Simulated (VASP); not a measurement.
# What goes wrong when K (Potassium) is relaxed with a bad input, part 2 of 2

Some relaxations of K (Potassium) get a fault in the input on purpose. Which of them show, and how? The starting structure is a measured crystal structure from the Crystallography Open Database. The first relaxation on each setting starts from this cell expanded by 3 % in volume.

VASP 6.6.1.

Results so far: reference 70.82 Å³ an atom; one electron too many 210.97 Å³ an atom.

### 5. Relaxation with an ionic step far too long

Level of this step: PBEsol; plane waves and PAW (K_sv) (VASP).

A slip made on purpose: an ionic step far too long. Against step 2 the input has IBRION = 1 and POTIM = 2 (also changed: NELM and NSW).

File INCAR:

```
SYSTEM = K
PREC = Accurate
ENCUT = 450
EDIFF = 1E-06
NELM = 60
ISMEAR = 1
SIGMA = 0.15
LREAL = .FALSE.
ALGO = Normal
GGA = PS
NBANDS = 10
LORBIT = 11
LWAVE = .FALSE.
LCHARG = .FALSE.
KPAR = 4
IBRION = 1
NSW = 30
ISIF = 3
EDIFFG = -0.006
POTIM = 2
```

File POSCAR:

```
K
1.0
   -2.6439224779      2.6439224779      2.6439224779
    2.6439224779     -2.6439224779      2.6439224779
    2.6439224779      2.6439224779     -2.6439224779
K
1
Direct
    0.0000000000      0.0000000000      0.0000000000
```

File KPOINTS:

```
Automatic mesh
0
Gamma
12 12 12
0 0 0
```

Potentials, in the order of the species: K_sv (PBE family, release 64).

Run with:

```sh
$ mpirun -np 4 vasp_std
```

The program printed:

```text
[... set-up lines as in an earlier step ...]
 entering main loop
       N       E                     dE             d eps       ncg     rms          rms(c)
[... 4 cycles as in an earlier step ...]
DAV:   5    -0.113310963910E+01   -0.10059E-02   -0.10057E-02  2252   0.384E-01    0.194E+00
DAV:   6    -0.113136393868E+01    0.17457E-02   -0.33466E-03  2176   0.388E-01    0.125E+00
DAV:   7    -0.113096346585E+01    0.40047E-03   -0.59199E-03  2130   0.481E-01    0.874E-02
DAV:   8    -0.113097743073E+01   -0.13965E-04   -0.42705E-04  1996   0.223E-01    0.286E-02
DAV:   9    -0.113099270794E+01   -0.15277E-04   -0.19482E-05  1846   0.351E-02    0.194E-02
DAV:  10    -0.113099174925E+01    0.95869E-06   -0.43620E-06  2120   0.157E-02
   1 F= -.11309917E+01 E0= -.11305899E+01  d E =-.113099E+01
 BRION: g(F)=  0.557E-63 g(S)=  0.274E-02
[...]
N       E                     dE             d eps       ncg     rms          rms(c)
DAV:   1    -0.123307647233E+01   -0.10208E+00   -0.27355E+00  1540   0.162E+01    0.220E+00
[...]
DAV:   7    -0.113251430953E+01    0.18578E-05   -0.51189E-06  2242   0.160E-02    0.183E-03
DAV:   8    -0.113251449153E+01   -0.18200E-06   -0.87610E-07  1274   0.531E-03
   2 F= -.11325145E+01 E0= -.11321132E+01  d E =-.152274E-02
 BRION: g(F)=  0.806E-64 g(S)=  0.281E-04 retain N=  1 mean eig= 1.11
 eig:   1.111
[...]
N       E                     dE             d eps       ncg     rms          rms(c)
DAV:   1    -0.113374799128E+01   -0.12337E-02   -0.33684E-02  1556   0.180E+00    0.273E-01
DAV:   2    -0.113281060423E+01    0.93739E-03   -0.31094E-03  1786   0.538E-01    0.104E-01
DAV:   3    -0.113248731201E+01    0.32329E-03   -0.10861E-03  2058   0.255E-01    0.861E-02
DAV:   4    -0.113251486274E+01   -0.27551E-04   -0.94635E-05  2224   0.636E-02    0.265E-02
DAV:   5    -0.113252383175E+01   -0.89690E-05   -0.56096E-05  2202   0.409E-02    0.720E-03
DAV:   6    -0.113252506560E+01   -0.12339E-05   -0.78103E-07  1534   0.670E-03    0.201E-03
DAV:   7    -0.113252523709E+01   -0.17149E-06   -0.59447E-08   794   0.216E-03
   3 F= -.11325252E+01 E0= -.11321240E+01  d E =-.107456E-04
 BRION: g(F)=  0.243E-62 g(S)=  0.137E-05 retain N=  1 mean eig= 0.91
 eig:   0.911
 reached required accuracy - stopping structural energy minimisation
```

Run time: 11 s. Hardware: 4 MPI ranks of Intel Xeon 6975P-C (Granite Rapids), shared host; peak memory 0.77 GiB; 41 s of CPU time.

OUTCAR, selected parts (step 5):

```text
  Total        0.0015360      0.0015360      0.0015360      0.0000000      0.0000000     -0.0000000
  in kB        0.0348042      0.0348042      0.0348042      0.0000000      0.0000000     -0.0000000
  external PRESSURE =       0.0348042 kB  Pullay stress =       0.0000000 kB

 POSITION                                       TOTAL-FORCE (eV/Angst)
 -----------------------------------------------------------------------------------
     -0.00000      0.00000      0.00000        -0.000000      0.000000      0.000000
 -----------------------------------------------------------------------------------
    total drift:                                0.000000      0.000000     -0.000000

  FREE ENERGIE OF THE ION-ELECTRON SYSTEM (eV)
  ---------------------------------------------------
  free  energy   TOTEN  =        -1.1325252371 eV

  energy  without entropy=       -1.1313216298  energy(sigma->0) =       -1.13212403

[... 2 parts as in an earlier step ...]

[... 2 further parts left out ...]
[key lines of the parts left out:]
E-fermi :  -0.0977
```

With an ionic step far too long the cell ends at 70.707 Å³ an atom, -0.16 % from the reference.

### 6. Relaxation with a functional's name that the tag doesn't take

A slip made on purpose: a functional's name that the tag doesn't take. Against step 2 the input has GGA = PBESOL (also changed: NELM).

Edit INCAR of step 5 so:

```diff
@@ -9,3 +9,3 @@
 ALGO = Normal
-GGA = PS
+GGA = PBESOL
 NBANDS = 10
@@ -15,6 +15,5 @@
 KPAR = 4
-IBRION = 1
-NSW = 30
+IBRION = 2
+NSW = 50
 ISIF = 3
 EDIFFG = -0.006
-POTIM = 2
```

POSCAR is that of step 5.

KPOINTS is that of step 5.

Run with:

```sh
$ mpirun -np 4 vasp_std
```

The program printed:

```text
[banner, memory and clock lines left out]
running    4 mpi-ranks, on    1 nodes
[...]
|                                                                             |
|     EEEEEEE  RRRRRR   RRRRRR   OOOOOOO  RRRRRR      ###     ###     ###     |
|     E        R     R  R     R  O     O  R     R     ###     ###     ###     |
|     E        R     R  R     R  O     O  R     R     ###     ###     ###     |
|     EEEEE    RRRRRR   RRRRRR   O     O  RRRRRR       #       #       #      |
|     E        R   R    R   R    O     O  R   R                               |
|     E        R    R   R    R   O     O  R    R      ###     ###     ###     |
|     EEEEEEE  R     R  R     R  OOOOOOO  R     R     ###     ###     ###     |
|                                                                             |
|     Error: One of the selected functionals does not exist.                  |
|                                                                             |
|       ---->  I REFUSE TO CONTINUE WITH THIS SICK JOB ... BYE!!! <----       |
|                                                                             |

1
1
1
1
```

It took 3.6 s on 4 MPI ranks.

VASP stopped with this message: “Error: One of the selected functionals does not exist”.

### 7. Comparison

| run | ended | volume (Å³/atom) | change (%) | bulk modulus (GPa) | pressure left (GPa) | core minutes |
| --- | --- | --- | --- | --- | --- | --- |
| reference | converged | 70.822 | - | 3.7 | 0.0 | 1.12 |
| one electron too many | converged | 210.967 | 197.88 | - | 0.0 | 2.0 |
| too few electronic steps | not converged | - | - | - | - | 3.0 |
| an ionic step far too long | converged | 70.707 | -0.16 | - | 0.0 | 0.733 |
| a functional's name that the tag doesn't take | stopped by VASP | - | - | - | - | 0.24 |

Core minutes are wall time times ranks, summed over the relaxations behind a row (those for a bulk modulus apart), on shared hosts.

### 8. Outcome

```yaml
volume_of_the_reference: 70.82 Å³/atom
volume_against_the_reference_one_electron_too_many: +197.88 %
volume_against_the_reference_an_ionic_step_far_too_long: -0.16 %
run_with_too_few_electronic_steps: not converged
run_with_a_functional_s_name_that_the_tag_doesn_t_take: stopped by VASP
```

VASP stopped by itself in the run with a functional's name that the tag doesn't take. The run with too few electronic steps didn't converge. Finished, but with signs in the output that stand out against the reference: one electron too many, with the volume changed by +197.9 % (signs: a warning on the charge density and 4.7 GPa at the first ionic step (of the first relaxations, not shown; reference: -0.1 GPa)). Little came of an ionic step far too long in this material. The reference was restarted once and the runs with a slip weren't, so their cells may not have settled fully. Further runs on this material are not shown.

[Lines on the potential files, build, host, timing and source positions are cut from VASP's logs without a mark.]

[Logs are printed without paths, hosts, clocks, repeated set-up lines and the standing remarks that a program may print on its own settings, such as how far it seeks lower states.]

[Hosts, paths, dates, database ids (printed as entryN), source tags and the programs' standing remarks are cut or masked in the printed files.]
